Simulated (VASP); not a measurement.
These are PBEsol GGA with spin-orbit coupling, VASP's PBE PAW potentials (set 64) (plane waves; VASP) values and carry that method's errors.

VASP ran on this input.

KPOINTS_OPT:
```
k-points along high-symmetry lines
8
Line-mode
Reciprocal
  0.000000   0.000000   0.000000 ! GAMMA
  0.000000   0.500000   0.000000 ! X

  0.000000   0.500000   0.000000 ! X
  0.500000   0.500000   0.000000 ! M

  0.500000   0.500000   0.000000 ! M
  0.000000   0.000000   0.000000 ! GAMMA

  0.000000   0.000000   0.000000 ! GAMMA
  0.500000   0.500000   0.500000 ! R

  0.500000   0.500000   0.500000 ! R
  0.000000   0.500000   0.000000 ! X

  0.500000   0.500000   0.500000 ! R
  0.500000   0.500000   0.000000 ! M
```

**KPOINTS**
```
Automatic
0
Gamma
4 4 4
0 0 0
```

POSCAR:
```
CsPbBr3
1
    5.8731067799    -0.0000000000    -0.0000000000
    0.0000000000     5.8731067799    -0.0000000000
    0.0000000000    -0.0000000000     5.8731067799
Cs Pb Br
1 1 3
Direct
  0.0000000000   0.0000000000   0.0000000000
  0.5000000000   0.5000000000   0.5000000000
  0.5000000000   0.0000000000   0.5000000000
  0.0000000000   0.5000000000   0.5000000000
  0.5000000000   0.5000000000   0.0000000000
```

INCAR:
```
SYSTEM = CsPbBr3
PREC = Accurate
ENCUT = 400
EDIFF = 1E-6
NELM = 100
ALGO = Normal
LREAL = .FALSE.
LASPH = .TRUE.
ISMEAR = 0
SIGMA = 0.05
GGA = PS
LMAXMIX = 4
LWAVE = .FALSE.
LCHARG = .FALSE.
LSORBIT = .TRUE.
MAGMOM = 0 0 0 0 0 0 0 0 0 0 0 0 0 0 0
GGA_COMPAT = .FALSE.
```

POTCAR, in this order: Cs_sv Pb_d Br (PBE.64 set). Program: vasp_ncl.

The resulting files:

### OSZICAR
```
       N       E                     dE             d eps       ncg     rms          rms(c)
DAV:   1     0.376095488018E+03    0.37610E+03   -0.16215E+04  1040   0.123E+03
DAV:   2     0.350063377845E+02   -0.34109E+03   -0.33204E+03  1244   0.316E+02
DAV:   3    -0.158329811917E+02   -0.50839E+02   -0.50614E+02  1344   0.146E+02
DAV:   4    -0.177832950551E+02   -0.19503E+01   -0.19439E+01  1248   0.371E+01
DAV:   5    -0.178673025429E+02   -0.84007E-01   -0.83956E-01  1376   0.658E+00    0.448E+00
DAV:   6    -0.174153582293E+02    0.45194E+00   -0.83593E-01  1504   0.970E+00    0.258E+00
DAV:   7    -0.173807655256E+02    0.34593E-01   -0.44605E-01  1608   0.488E+00    0.115E+00
DAV:   8    -0.173855858706E+02   -0.48203E-02   -0.39755E-02  1312   0.151E+00    0.629E-01
DAV:   9    -0.173886228303E+02   -0.30370E-02   -0.10804E-02  1440   0.107E+00    0.122E-01
DAV:  10    -0.173888529761E+02   -0.23015E-03   -0.27602E-03  1568   0.505E-01    0.619E-02
DAV:  11    -0.173890741430E+02   -0.22117E-03   -0.49406E-04  1176   0.133E-01    0.155E-02
DAV:  12    -0.173890918815E+02   -0.17738E-04   -0.56204E-05  1496   0.657E-02    0.965E-03
DAV:  13    -0.173890929432E+02   -0.10617E-05   -0.47868E-06  1504   0.214E-02    0.293E-03
DAV:  14    -0.173890933829E+02   -0.43968E-06   -0.56964E-07   856   0.755E-03
   1 F= -.17389093E+02 E0= -.17389093E+02  d E =-.161624E-08  mag=    -0.0000     0.0000     0.0000
       N       E                     dE             ncg
       N       E                     dE             ncg
       N       E                     dE             ncg
       N       E                     dE             ncg
       N       E                     dE             ncg
```

File OUTCAR:
```
------------------------ aborting loop because EDIFF is reached ----------------------------------------
  FORCE on cell =-STRESS in cart. coord.  units (eV):
  Direction    XX          YY          ZZ          XY          YZ          ZX
  --------------------------------------------------------------------------------------
  Total        0.0088844      0.0088844      0.0088844      0.0000000     -0.0000000      0.0000000
  in kB        0.0702645      0.0702645      0.0702645      0.0000000     -0.0000000      0.0000000
  external PRESSURE =       0.0702645 kB  Pullay stress =       0.0000000 kB
  volume of cell :      202.58
      direct lattice vectors                 reciprocal lattice vectors
     5.873106780  0.000000000  0.000000000     0.170267635  0.000000000  0.000000000
     0.000000000  5.873106780  0.000000000     0.000000000  0.170267635  0.000000000
     0.000000000  0.000000000  5.873106780     0.000000000  0.000000000  0.170267635
 POSITION                                       TOTAL-FORCE (eV/Angst)
 -----------------------------------------------------------------------------------
      0.00000      0.00000      0.00000         0.000000      0.000000      0.000000
      2.93655      2.93655      2.93655         0.000000      0.000000      0.000000
      2.93655      0.00000      2.93655         0.000000      0.000000      0.000000
      0.00000      2.93655      2.93655         0.000000      0.000000      0.000000
      2.93655      2.93655      0.00000         0.000000      0.000000      0.000000
 -----------------------------------------------------------------------------------
    total drift:                                0.000000      0.000000      0.000000
  FREE ENERGIE OF THE ION-ELECTRON SYSTEM (eV)
  ---------------------------------------------------
  free  energy   TOTEN  =       -17.3890933829 eV

  energy  without entropy=      -17.3890933813  energy(sigma->0) =      -17.38909338

 Ion:    1  E_soc:     -0.3248109

 Ion:    2  E_soc:     -0.7626601

 Ion:    3  E_soc:     -0.0595743

 Ion:    4  E_soc:     -0.0595743

 Ion:    5  E_soc:     -0.0595743
```
(Selected blocks of OUTCAR.)

The compound is CsPbBr3 in the cubic perovskite structure, the ideal cubic form; the compound distorts at low or room temperature. It was relaxed first.
